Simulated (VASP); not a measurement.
VASP ran on this input.

**POSCAR**
```
RhSi
1
    3.5012452283    -0.0000000000     0.0000000000
   -1.7506226141     3.0321670026     0.0000000000
    0.0000000000     0.0000000000     5.4281840276
Rh Si
2 2
Direct
  0.0000000000   0.0000000000   0.0000000000
  0.0000000000   0.0000000000   0.5000000000
  0.3333330000   0.6666670000   0.2500000000
  0.6666670000   0.3333330000   0.7500000000
```

INCAR:
```
# general
SYSTEM   =  RhSi
PREC     =  Accurate
ENCUT    =  400   # plane-wave cut-off (eV)
LREAL    =  F
LASPH    =  T

# electronic loop
EDIFF    =  1E-7   # SCF stop (eV)
NELM     =  100   # most electronic steps
ALGO     =  Normal
LMAXMIX  =  4   # l cut-off of mixed one-centre charges

# smearing
ISMEAR   =  -5   # tetrahedra, Bloechl

# functional
GGA      =  PS

# ions
ISIF     =  2   # forces and stress, cell fixed

# output
LWAVE    =  F
LCHARG   =  T
LORBIT   =  11   # lm-projected
NEDOS    =  601

# other
LEFG     =  T
```

**KPOINTS**
```
K-points
0
gamma
  11 11 7
```

POTCAR, in this order: Rh_pv Si (PBE.64 set). Program: vasp_std.

### Question
Write an equivalent input for Ansatz.

### Answer
One equivalent input (not run):
Ansatz 0.2 input:
```yaml
crystal:
  lattice:
    - [3.5012452, 0.0000000, 0.0000000]
    - [-1.7506226, 3.0321670, 0.0000000]
    - [0.0000000, 0.0000000, 5.4281840]
  atoms:
    - { symbol: Rh, position: [0.0000000, 0.0000000, 0.0000000] }
    - { symbol: Rh, position: [0.0000000, 0.0000000, 0.5000000] }
    - { symbol: Si, position: [0.3333330, 0.6666670, 0.2500000] }
    - { symbol: Si, position: [0.6666670, 0.3333330, 0.7500000] }
kpoints:
  mp_grid: { grid: [11, 11, 7] }
hamiltonian:
  xc: pbesol
  pseudopotentials: { kind: paw }
scf:
  occupations: { method: tetrahedron }
  max_iter: 100
output: { forces: true, stress: true, eigenvalues: true }
```
What does not carry over: each code has its own PAW files, so the cut-off isn't converted (ENCUT is set for VASP's; basis.ecutwfc is left out, and Ansatz then takes the one that its files recommend); Ansatz stops its SCF on the density residual and VASP on the energy change (EDIFF); the field gradients of LEFG aren't asked of the other code.

The structure was generated: RhSi was put into the NiAs type type (P6_3/mmc), which need not be its known phase. It was relaxed first, which changed the volume by -27 %.
